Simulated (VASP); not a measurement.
Input:

```xyz
4
Lattice="4.1000 0.0000 0.0000 0.0000 4.1000 0.0000 0.0000 0.0000 4.1000" Properties=species:S:1:pos:R:3 pbc="T T T"
Sc     0.0000     0.0000     0.0000
Al     0.0000     2.0500     2.0500
Al     2.0500     0.0000     2.0500
Al     2.0500     2.0500     0.0000
```

Method: PBE GGA, VASP's PBE PAW potentials (set 64) (plane waves; VASP 6.6.1). Numerical set-up: 400 eV cut-off, 7×7×7 Γ-centred mesh, first-order Methfessel-Paxton smearing of 0.10 eV, potentials Sc_sv Al.

Problem. Estimate the energy per atom (σ→0), band gap (on the k-mesh) with the smallest direct gap where there is one.

Solution. 
```json
{
  "band gap (on the k-mesh)": "none (metal, semimetal or under 0.01 eV)",
  "energy per atom (σ→0)": "-4.824 eV/atom"
}
```

The absolute energy has meaning only against runs of the same code, potentials and settings.

The compound is Al3Sc in the L1_2 structure. The cell was not relaxed at this level.
